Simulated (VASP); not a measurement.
Consider the following.

```yaml
crystal:
  lattice:
    - [10.68496, -2.22224, 0.03639]
    - [10.68496, 2.22224, 0.03639]
    - [10.20978, 0.00000, 3.85598]
  atoms:
    - { symbol: Bi, position: [0.39764, 0.39764, 0.39764] }
    - { symbol: Bi, position: [0.60236, 0.60236, 0.60236] }
    - { symbol: Te, position: [0.00000, 0.00000, 0.00000] }
    - { symbol: Te, position: [0.21473, 0.21473, 0.21473] }
    - { symbol: Te, position: [0.78527, 0.78527, 0.78527] }
```

The numbers are results of PBE GGA, VASP's PBE PAW potentials (set 64) (plane waves; VASP 6.6.1), not measurements. Numerical set-up: 520 eV cut-off, 4×4×4 Γ-centred mesh, Gaussian smearing of 0.050 eV, potentials Bi_d Te.

Without a dispersion term in the relaxation, distances and binding between the weakly bound layers, chains or molecules are unreliable, and so is what depends on them. Unless said otherwise, spin-orbit coupling is left out, though it shifts the bands of the heavy elements here.

Question: What does the run give for the energy per atom (σ→0), band gap (on the k-mesh) with the smallest direct gap where there is one?

Answer: 
```yaml
band gap (on the k-mesh): 0.48 eV
smallest direct gap (on the k-mesh): 0.48 eV
energy per atom (σ→0): -3.681 eV/atom
```

The absolute energy has meaning only against runs of the same code, potentials and settings.

The compound is Bi2Te3 in the tetradymite structure. It was relaxed first, which changed the volume by +7 %.
